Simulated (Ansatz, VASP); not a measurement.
## One calculation of SnGe2P2, two programs

```xyz
5
Lattice="-2.8707 2.8707 4.5835 2.8707 -2.8707 4.5835 2.8707 2.8707 -4.5835" Properties=species:S:1:pos:R:3 pbc="T T T"
Sn    0.0000    0.0000    0.0000
Ge    0.0000    2.8707    0.0000
Ge    2.8707    0.0000    0.0000
P     0.0000    2.8707    2.2918
P     2.8707    0.0000    2.2918
```

Alike in both runs: functional PBE; k mesh 6 × 6 × 6; occupations gaussian, width 0.1 eV; no spin polarisation.

Ansatz relaxed the structure, and its values are those at the end. VASP's run is a single point on that final structure, the one shown.

```csv
,VASP,Ansatz
version,VASP 6.6.1,Ansatz 0.2.0
potentials or method,"VASP PAW PBE potentials, release 64 (Sn_d, Ge_d, P)","scalar-relativistic, plane waves, PAW"
plane-wave cutoff (eV),520,420
valence electrons in the cell,52,52
```

VASP gave:

```
gap on the k mesh at the Fermi level (eV) : none
pressure (GPa)                            : 0.1
```

Task: Which values does Ansatz return?

Result: gap on the k mesh at the Fermi level (eV): none; pressure (GPa): 0.2.

A gap of «none» marks a metal or a gap that the smearing closes.
